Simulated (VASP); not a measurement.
A convergence study with VASP on SnO (litharge): one setting is varied, all else stays as given below, so the limit is that of these other settings.

```yaml
crystal:
  lattice:
    - [3.80000, 0.00000, 0.00000]
    - [0.00000, 3.80000, 0.00000]
    - [0.00000, 0.00000, 4.84000]
  atoms:
    - { symbol: Sn, position: [0.50000, 0.00000, 0.76200] }
    - { symbol: Sn, position: [0.00000, 0.50000, 0.23800] }
    - { symbol: O, position: [0.50000, 0.50000, 0.00000] }
    - { symbol: O, position: [0.00000, 0.00000, 0.00000] }
```

Method: PBE GGA, VASP's PBE PAW potentials (set 64) (plane waves; VASP). The tightest run used: 700 eV cut-off, 5×5×4 Γ-centred mesh, Gaussian smearing of 0.010 eV, potentials Sn_d O.

The reference is ENCUT = 700, which took about 10 core-minutes. Costs are core time on shared hosts, one run each; read them as rough ratios.

Q: Of the settings ENCUT = 300; ENCUT = 400; ENCUT = 500; ENCUT = 600; ENCUT = 700, which is the lowest that keeps the difference from the reference in highest Γ mode (cm⁻¹) within 5 from there on, and what does it cost?

A: ENCUT = 400; its cost over the reference is about 1/2.
```tsv
setting	difference in highest Γ mode (cm⁻¹)	cost over the reference
ENCUT = 300	19.0	about 1/3
ENCUT = 400	3.8	about 1/2
ENCUT = 500	0.3	within a factor of 2
ENCUT = 600	0.7	within a factor of 2
ENCUT = 700	0.0	reference
```

Left out are rungs that failed or repeat a setting and relaxations that didn't move; long series are thinned to 24 rows.

The compound is SnO in the litharge structure. The cell was not relaxed at this level, forces remain on its atoms.
